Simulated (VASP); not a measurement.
A VASP calculation is set up with these files.

### KPOINTS
```
Automatic mesh
0
Gamma
12 12 12
0 0 0
```

POSCAR:
```
Ir
1
    0.0000000000     1.9584000000     1.9584000000
    1.9584000000     0.0000000000     1.9584000000
    1.9584000000     1.9584000000     0.0000000000
Ir
1
Direct
  0.0000000000   0.0000000000   0.0000000000
```

### INCAR
```
SYSTEM = Ir
PREC = Accurate
ENCUT = 400
EDIFF = 1E-6
NELM = 100
ALGO = Normal
LREAL = .FALSE.
LASPH = .TRUE.
ISMEAR = 1
SIGMA = 0.1
GGA = PE
LMAXMIX = 6
LWAVE = .FALSE.
LCHARG = .FALSE.
ISIF = 2
ICHARG = 11
```

POTCAR, in this order: Ir (PBE.64 set). Program: vasp_std.

The resulting files:

standard output:
```
 POSCAR found type information on POSCAR Ir
 POSCAR found :  1 types and       1 ions
 Reading from existing POTCAR
 Reading from existing POTCAR
 LDA part: xc-table for (Slater+PW92), standard interpolation
 WARNING: stress and forces are not correct
 POSCAR, INCAR and KPOINTS ok, starting setup
 WAVECAR not read
 WARNING: CHGCAR is incomplete

 -----------------------------------------------------------------------------
|                                                                             |
|     EEEEEEE  RRRRRR   RRRRRR   OOOOOOO  RRRRRR      ###     ###     ###     |
|     E        R     R  R     R  O     O  R     R     ###     ###     ###     |
|     E        R     R  R     R  O     O  R     R     ###     ###     ###     |
|     EEEEE    RRRRRR   RRRRRR   O     O  RRRRRR       #       #       #      |
|     E        R   R    R   R    O     O  R   R                               |
|     E        R    R   R    R   O     O  R    R      ###     ###     ###     |
|     EEEEEEE  R     R  R     R  OOOOOOO  R     R     ###     ###     ###     |
|                                                                             |
|     ICHARG>10                                                               |
|                                                                             |
|       ---->  I REFUSE TO CONTINUE WITH THIS SICK JOB ... BYE!!! <----       |
|                                                                             |
 -----------------------------------------------------------------------------
```

### Question
Read input and log: which fault does this run have?
(A) SIGMA is far too large
(B) MAGMOM holds more values than there are atoms
(C) NSW = 0, so the ions never move
(D) ICHARG = 11 asks for a fixed density, but there is no CHGCAR

### Answer
D, ICHARG = 11 asks for a fixed density, but there is no CHGCAR. VASP stops with an error: ERROR: charge density could not be read from file CHGCAR for ICHARG>10 ----> I REFUSE TO CONTINUE WITH THIS SICK JOB ... BYE!!! <----

To mend it, run self-consistently first and keep its CHGCAR, or remove ICHARG. The plain static run on this cell (PBE GGA, plane waves, VASP's PBE PAW potentials (set 64)) converges, and its OSZICAR ends with
```
   1 F= -.88480181E+01 E0= -.88482969E+01  d E =0.836429E-03
```

The compound is Ir in the fcc structure. The cell was not relaxed at this level.
